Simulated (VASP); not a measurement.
These are vdW-DF2, VASP's PBE PAW potentials (set 64) (plane waves; VASP) values and carry that method's errors.

The input files of a VASP run:

### INCAR
```
AGGAC=0.0
ALGO=Normal
EDIFF=1E-6
EDIFFG=-0.02
ENCUT=520
GGA=ML
IBRION=2
ISIF=3
ISMEAR=0
LASPH=.TRUE.
LCHARG=.FALSE.
LMAXMIX=6
LREAL=.FALSE.
LUSE_VDW=.TRUE.
LWAVE=.FALSE.
NELM=100
NSW=60
PREC=Accurate
SIGMA=0.05
SYSTEM=KTaO3
ZAB_VDW=-1.8867
```

### KPOINTS
```
Automatic mesh
0
G
  5 5 5
0 0 0
```

POSCAR:
```
KTaO3
1
    3.9900000000     0.0000000000     0.0000000000
    0.0000000000     3.9900000000     0.0000000000
    0.0000000000     0.0000000000     3.9900000000
K Ta O
1 1 3
Direct
  0.0000000000   0.0000000000   0.0000000000
  0.5000000000   0.5000000000   0.5000000000
  0.5000000000   0.0000000000   0.5000000000
  0.0000000000   0.5000000000   0.5000000000
  0.5000000000   0.5000000000   0.0000000000
```

POTCAR, in this order: K_sv Ta_pv O (PBE.64 set). Program: vasp_std.

Output of the run:

File OSZICAR:
```
       N       E                     dE             d eps       ncg     rms          rms(c)
DAV:   1     0.341812109436E+03    0.34181E+03   -0.21922E+04   460   0.169E+03
DAV:   2    -0.245902433946E+02   -0.36640E+03   -0.36026E+03   581   0.452E+02
DAV:   3    -0.419130747086E+02   -0.17323E+02   -0.17289E+02   579   0.993E+01
DAV:   4    -0.423562837428E+02   -0.44321E+00   -0.44303E+00   809   0.133E+01
DAV:   5    -0.423586890464E+02   -0.24053E-02   -0.24053E-02   572   0.949E-01    0.368E+01
DAV:   6    -0.313108918617E+02    0.11048E+02   -0.58985E+01   549   0.535E+01    0.144E+01
DAV:   7    -0.311809701624E+02    0.12992E+00   -0.29878E+00   616   0.116E+01    0.954E+00
DAV:   8    -0.311201084057E+02    0.60862E-01   -0.48323E-01   581   0.608E+00    0.180E+00
DAV:   9    -0.311102208236E+02    0.98876E-02   -0.40083E-02   604   0.147E+00    0.289E-01
DAV:  10    -0.311094633020E+02    0.75752E-03   -0.87949E-03   640   0.669E-01    0.552E-02
DAV:  11    -0.311095012921E+02   -0.37990E-04   -0.45446E-04   657   0.169E-01    0.334E-02
DAV:  12    -0.311095142118E+02   -0.12920E-04   -0.32451E-05   640   0.554E-02    0.915E-03
DAV:  13    -0.311095144975E+02   -0.28571E-06   -0.31348E-06   546   0.144E-02
   1 F= -.31109514E+02 E0= -.31109514E+02  d E =-.311095E+02
       N       E                     dE             d eps       ncg     rms          rms(c)
DAV:   1    -0.358262475489E+02   -0.47167E+01   -0.14191E+02   502   0.113E+02    0.222E+01
DAV:   2    -0.319920680878E+02    0.38342E+01   -0.15579E+01   534   0.275E+01    0.907E+00
DAV:   3    -0.312053087003E+02    0.78676E+00   -0.17523E+00   602   0.120E+01    0.550E+00
DAV:   4    -0.310237402692E+02    0.18157E+00   -0.76776E-01   646   0.540E+00    0.351E+00
DAV:   5    -0.310166019447E+02    0.71383E-02   -0.54010E-02   801   0.146E+00    0.117E+00
DAV:   6    -0.310178182675E+02   -0.12163E-02   -0.10199E-02   773   0.609E-01    0.170E-01
DAV:   7    -0.310177601616E+02    0.58106E-04   -0.10989E-03   611   0.230E-01    0.510E-02
DAV:   8    -0.310177754535E+02   -0.15292E-04   -0.48999E-05   737   0.479E-02    0.266E-02
DAV:   9    -0.310177783745E+02   -0.29210E-05   -0.16046E-05   745   0.275E-02    0.897E-03
DAV:  10    -0.310177783820E+02   -0.74674E-08   -0.11959E-06   475   0.702E-03
   2 F= -.31017778E+02 E0= -.31017778E+02  d E =0.917361E-01
       N       E                     dE             d eps       ncg     rms          rms(c)
DAV:   1    -0.329067550120E+02   -0.18890E+01   -0.45870E+01   481   0.626E+01    0.108E+01
DAV:   2    -0.315363564354E+02    0.13704E+01   -0.53971E+00   474   0.165E+01    0.467E+00
DAV:   3    -0.313035403323E+02    0.23282E+00   -0.50228E-01   710   0.644E+00    0.165E+00
DAV:   4    -0.312752555875E+02    0.28285E-01   -0.14752E-01   695   0.262E+00    0.904E-01
DAV:   5    -0.312779004250E+02   -0.26448E-02   -0.12697E-02   726   0.705E-01    0.151E-01
DAV:   6    -0.312778849218E+02    0.15503E-04   -0.13907E-03   731   0.251E-01    0.888E-02
DAV:   7    -0.312780055525E+02   -0.12063E-03   -0.13873E-04   752   0.761E-02    0.854E-03
DAV:   8    -0.312780050496E+02    0.50290E-06   -0.46218E-06   581   0.184E-02
   3 F= -.31278005E+02 E0= -.31278005E+02  d E =-.168491E+00
```

File OUTCAR:
```
------------------------ aborting loop because EDIFF is reached ----------------------------------------
  FORCE on cell =-STRESS in cart. coord.  units (eV):
  Direction    XX          YY          ZZ          XY          YZ          ZX
  --------------------------------------------------------------------------------------
  Total       -0.0996738     -0.0996738     -0.0996738     -0.0000000     -0.0000000     -0.0000000
  in kB       -2.3529990     -2.3529990     -2.3529990     -0.0000000     -0.0000000     -0.0000000
  external PRESSURE =      -2.3529990 kB  Pullay stress =       0.0000000 kB
  volume of cell :       67.87
      direct lattice vectors                 reciprocal lattice vectors
     4.079026664  0.000000000  0.000000000     0.245156524 -0.000000000 -0.000000000
     0.000000000  4.079026664 -0.000000000    -0.000000000  0.245156524  0.000000000
     0.000000000 -0.000000000  4.079026664    -0.000000000  0.000000000  0.245156524
 POSITION                                       TOTAL-FORCE (eV/Angst)
 -----------------------------------------------------------------------------------
      0.00000      0.00000      0.00000        -0.000000      0.000000      0.000000
      2.03951      2.03951      2.03951         0.000000     -0.000000      0.000000
      2.03951      0.00000      2.03951        -0.000000     -0.000000      0.000000
      0.00000      2.03951      2.03951         0.000000     -0.000000      0.000000
      2.03951      2.03951      0.00000        -0.000000      0.000000      0.000000
 -----------------------------------------------------------------------------------
    total drift:                                0.000000      0.000000     -0.000000
  FREE ENERGIE OF THE ION-ELECTRON SYSTEM (eV)
  ---------------------------------------------------
  free  energy   TOTEN  =       -31.2780050496 eV

  energy  without entropy=      -31.2780050496  energy(sigma->0) =      -31.27800505

 reached required accuracy - stopping structural energy minimisation
```
(Selected blocks of OUTCAR.)

File CONTCAR:
```
KTaO3
   1.00000000000000
     4.0790266639471060    0.0000000000000000    0.0000000000000000
     0.0000000000000000    4.0790266639471060   -0.0000000000000000
     0.0000000000000000   -0.0000000000000000    4.0790266639471060
  K               Ta              O
     1     1     3
Direct
     0.0000000000000000    0.0000000000000000    0.0000000000000000
     0.5000000000000000    0.5000000000000000    0.5000000000000000
     0.5000000000000000    0.0000000000000000    0.5000000000000000
     0.0000000000000000    0.5000000000000000    0.5000000000000000
     0.5000000000000000    0.5000000000000000    0.0000000000000000
```

### OUTCAR
```
 val. band max:        1.1568019782   @ k =   0.4000   0.4000   0.4000

 cond. band min:       3.3748550098   @ k =   0.0000   0.0000   0.0000


 Fermi energy:         1.5025063621

 k-point     1 :       0.0000    0.0000    0.0000
  band No.  band energies     occupation
      1     -33.1716      2.00000
      2     -33.1716      2.00000
      3     -33.1716      2.00000
      4     -26.3169      2.00000
      5     -15.9409      2.00000
      6     -15.2742      2.00000
      7     -15.2742      2.00000
      8      -9.8256      2.00000
      9      -9.8256      2.00000
     10      -9.8256      2.00000
     11      -1.1170      2.00000
     12      -1.1170      2.00000
     13      -1.1170      2.00000
     14       0.3145      2.00000
     15       0.3145      2.00000
     16       0.3145      2.00000
     17       0.6239      2.00000
     18       0.6239      2.00000
     19       0.6239      2.00000
     20       3.3749      0.00000
     21       3.3749      0.00000
     22       3.3749      0.00000
     23       7.4003      0.00000

 k-point     2 :       0.2000    0.0000    0.0000
  band No.  band energies     occupation
      1     -33.1934      2.00000
      2     -33.1708      2.00000
      3     -33.1708      2.00000
      4     -26.3107      2.00000
      5     -15.8597      2.00000
      6     -15.2673      2.00000
      7     -15.1003      2.00000
      8      -9.8153      2.00000
      9      -9.8153      2.00000
     10      -9.7885      2.00000
     11      -2.0170      2.00000
     12      -1.1319      2.00000
     13      -1.1319      2.00000
     14      -0.1813      2.00000
     15      -0.1813      2.00000
     16      -0.0971      2.00000
     17       0.1697      2.00000
     18       0.5098      2.00000
     19       0.5098      2.00000
     20       3.4173      0.00000
     21       4.3085      0.00000
     22       4.3085      0.00000
     23       7.3534      0.00000

 k-point     3 :       0.4000    0.0000    0.0000
...
```

Energy and stress use the plane-wave basis of the starting cell. Unless said otherwise, spin-orbit coupling is left out, though it shifts the bands of the heavy elements here.

The compound is KTaO3 in the cubic perovskite structure. This run relaxes it. Symmetry was kept, so distortions that lower it aren't found.
